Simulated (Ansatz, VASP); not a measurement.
Two plane-wave programs on BiB5

```
CELL_PARAMETERS angstrom
4.79518 0.00000 0.00000
-2.39759 4.15275 0.00000
0.00000 0.00000 2.97802
ATOMIC_POSITIONS crystal
B 0.66667 0.33333 0.00000
B 0.50000 0.00000 0.50000
B 0.50000 0.50000 0.50000
B 0.00000 0.50000 0.50000
B 0.33333 0.66667 0.00000
Bi 0.00000 0.00000 0.00000
```

Change from the starting cell: species swapped into the SrPd5 type (P6/mmm, No. 191).

Alike in both runs: task relaxation of cell and atoms; functional PBE; k mesh 9 × 9 × 12; occupations gaussian, width 0.1 eV; no spin polarisation.

|  | VASP | Ansatz |
| --- | --- | --- |
| version | VASP 6.6.1 | Ansatz 0.2.0 |
| potentials or method | VASP PAW PBE potentials, release 64 (B, Bi_d) | scalar-relativistic, plane waves, PAW |
| plane-wave cutoff (eV) | 600 | 420 |
| valence electrons in the cell | 30 | 30 |

|  | VASP | Ansatz | Ansatz less VASP |
| --- | --- | --- | --- |
| gap on the k mesh at the Fermi level, each at its own relaxed structure (eV) | none | none | - |
| relaxed volume (Å³/atom) | 9.87 | 9.87 | -0.002 |
| relaxed cell length with the largest relative difference (Å) | 2.960 | 2.960 | -0.0003 |

A gap of «none» marks a metal or a gap that the smearing closes.

Caveats: the bands computed are all filled at some k points, so no gap is given; spin-orbit coupling is left out, which moves the levels of the heavy elements.
